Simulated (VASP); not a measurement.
Output of a VASP run:

### OSZICAR
```
...
DAV:   8    -0.450103250065E+02    0.36806E-01   -0.18726E-01  1176   0.370E+00    0.670E-01
DAV:   9    -0.450062650280E+02    0.40600E-02   -0.52459E-02  1208   0.131E+00    0.376E-01
DAV:  10    -0.450062175316E+02    0.47496E-04   -0.97844E-03  1336   0.904E-01    0.175E-01
DAV:  11    -0.450060677491E+02    0.14978E-03   -0.12000E-03  1224   0.318E-01    0.266E-02
DAV:  12    -0.450060626932E+02    0.50559E-05   -0.56738E-05  1360   0.574E-02    0.139E-02
DAV:  13    -0.450060629095E+02   -0.21624E-06   -0.26414E-06  1080   0.120E-02
   1 F= -.27262426E+02 E0= -.27262426E+02  d E =-.272624E+02
       N       E                     dE             d eps       ncg     rms          rms(c)
DAV:   1    -0.477836300713E+02   -0.27776E+01   -0.22958E+02  1016   0.139E+02    0.417E+01
DAV:   2    -0.420685620757E+02    0.57151E+01   -0.19584E+01   984   0.332E+01    0.170E+01
DAV:   3    -0.409222495058E+02    0.11463E+01   -0.45357E+00  1296   0.180E+01    0.249E+00
DAV:   4    -0.409741899519E+02   -0.51940E-01   -0.53902E-01  1312   0.335E+00    0.224E+00
DAV:   5    -0.410196764787E+02   -0.45487E-01   -0.52300E-02  1568   0.139E+00    0.111E+00
DAV:   6    -0.410448447453E+02   -0.25168E-01   -0.48046E-02  1512   0.122E+00    0.180E-01
DAV:   7    -0.410455875140E+02   -0.74277E-03   -0.15919E-03  1192   0.285E-01    0.894E-02
DAV:   8    -0.410457490079E+02   -0.16149E-03   -0.32993E-04  1456   0.124E-01    0.195E-02
DAV:   9    -0.410457490354E+02   -0.27509E-07   -0.97976E-06  1192   0.238E-02
   2 F= -.26172225E+02 E0= -.26172225E+02  d E =0.109020E+01
       N       E                     dE             d eps       ncg     rms          rms(c)
DAV:   1    -0.476113639345E+02   -0.65656E+01   -0.11857E+02  1056   0.100E+02    0.294E+01
DAV:   2    -0.451407257516E+02    0.24706E+01   -0.13360E+01  1360   0.247E+01    0.132E+01
DAV:   3    -0.443307042254E+02    0.81002E+00   -0.27076E+00  1352   0.134E+01    0.141E+00
DAV:   4    -0.443454270141E+02   -0.14723E-01   -0.47683E-01  1480   0.345E+00    0.153E+00
DAV:   5    -0.443651271242E+02   -0.19700E-01   -0.20966E-02  1528   0.915E-01    0.997E-01
DAV:   6    -0.443851880444E+02   -0.20061E-01   -0.31793E-02  1536   0.121E+00    0.154E-01
DAV:   7    -0.443860748451E+02   -0.88680E-03   -0.45960E-03  1344   0.410E-01    0.849E-02
DAV:   8    -0.443861200107E+02   -0.45166E-04   -0.57630E-04  1160   0.166E-01    0.334E-02
DAV:   9    -0.443861397025E+02   -0.19692E-04   -0.40056E-05  1376   0.492E-02    0.101E-02
DAV:  10    -0.443861386769E+02    0.10256E-05   -0.44602E-06  1136   0.143E-02    0.580E-03
DAV:  11    -0.443861386052E+02    0.71702E-07   -0.13369E-06   576   0.865E-03
   3 F= -.27400188E+02 E0= -.27400188E+02  d E =-.137762E+00
       N       E                     dE             d eps       ncg     rms          rms(c)
DAV:   1    -0.443514002086E+02    0.34738E-01   -0.32377E-02  1040   0.163E+00    0.453E-01
DAV:   2    -0.443506237845E+02    0.77642E-03   -0.34645E-03  1104   0.416E-01    0.186E-01
DAV:   3    -0.443504371033E+02    0.18668E-03   -0.54441E-04  1392   0.206E-01    0.239E-02
DAV:   4    -0.443504385508E+02   -0.14475E-05   -0.11780E-04  1448   0.511E-02    0.261E-02
DAV:   5    -0.443504439379E+02   -0.53871E-05   -0.44641E-06  1192   0.142E-02    0.141E-02
DAV:   6    -0.443504483650E+02   -0.44271E-05   -0.10772E-05  1488   0.178E-02    0.224E-03
DAV:   7    -0.443504484199E+02   -0.54895E-07   -0.35388E-07   512   0.424E-03
   4 F= -.27400576E+02 E0= -.27400576E+02  d E =-.138149E+00
```

OUTCAR:
```
------------------------ aborting loop because EDIFF is reached ----------------------------------------
  FORCE on cell =-STRESS in cart. coord.  units (eV):
  Direction    XX          YY          ZZ          XY          YZ          ZX
  --------------------------------------------------------------------------------------
  Total       16.9079307     16.9079307     16.9079307     -0.0000000     -0.0000000      0.0000000
  in kB      448.8864892    448.8864892    448.8864892     -0.0000000     -0.0000000      0.0000000
  external PRESSURE =      -1.1135108 kB  Pullay stress =     450.0000000 kB
  volume of cell :       60.35
      direct lattice vectors                 reciprocal lattice vectors
     3.922426696  0.000000000  0.000000000     0.254944216  0.000000000  0.000000000
    -0.000000000  3.922426696  0.000000000    -0.000000000  0.254944216  0.000000000
    -0.000000000 -0.000000000  3.922426696    -0.000000000 -0.000000000  0.254944216
 POSITION                                       TOTAL-FORCE (eV/Angst)
 -----------------------------------------------------------------------------------
      0.00000      0.00000      0.00000        -0.000000      0.000000      0.000000
      1.96121      1.96121      1.96121         0.000000     -0.000000      0.000000
      1.96121     -0.00000      1.96121        -0.000000     -0.000000      0.000000
     -0.00000      1.96121      1.96121         0.000000     -0.000000      0.000000
      1.96121      1.96121      0.00000        -0.000000      0.000000      0.000000
 -----------------------------------------------------------------------------------
    total drift:                                0.000000     -0.000000     -0.000000
  FREE ENERGIE OF THE ION-ELECTRON SYSTEM (eV)
  ---------------------------------------------------
  free  energy   TOTEN  =       -44.3504484199 eV

  energy  without entropy=      -44.3504484199  energy(sigma->0) =      -44.35044842
  enthalpy is  TOTEN    =       -27.4005757675 eV   P V=       16.9498726524

 reached required accuracy - stopping structural energy minimisation
```
(Selected blocks of OUTCAR.)

### POSCAR
```
BaZrO3
1
    3.9827242113     0.0000000000     0.0000000000
    0.0000000000     3.9827242113     0.0000000000
    0.0000000000     0.0000000000     3.9827242113
Ba Zr O
1 1 3
Direct
  0.0000000000   0.0000000000   0.0000000000
  0.5000000000   0.5000000000   0.5000000000
  0.5000000000   0.0000000000   0.5000000000
  0.0000000000   0.5000000000   0.5000000000
  0.5000000000   0.5000000000   0.0000000000
```

Write an INCAR and KPOINTS that could have produced this output.

One answer among several that fit: the input of the run itself, LDA (Ceperley-Alder, Perdew-Zunger), plane waves, VASP's LDA PAW potentials (set 64).

**INCAR**
```
# general
SYSTEM  = BaZrO3
PREC    = Accurate
ENCUT   = 620
LREAL   = .False.
LASPH   = .True.

# electronic loop
EDIFF   = 1E-6
NELM    = 100
ALGO    = Normal
LMAXMIX = 4

# smearing
ISMEAR  = 0
SIGMA   = 0.05

# ions
IBRION  = 2
NSW     = 40
ISIF    = 3
EDIFFG  = -0.02
PSTRESS = 450

# output
LWAVE   = .False.
LCHARG  = .False.
```

**KPOINTS**
```
Regular mesh
0
Gamma
6 6 6
0 0 0
```

POTCAR, in this order: Ba_sv Zr_sv O (LDA.64 set). Program: vasp_std.

Energy and stress use the plane-wave basis of the starting cell.

The compound is BaZrO3 in the cubic perovskite structure. This run relaxes it under an external pressure of 45 GPa. Symmetry was kept, so distortions that lower it aren't found.
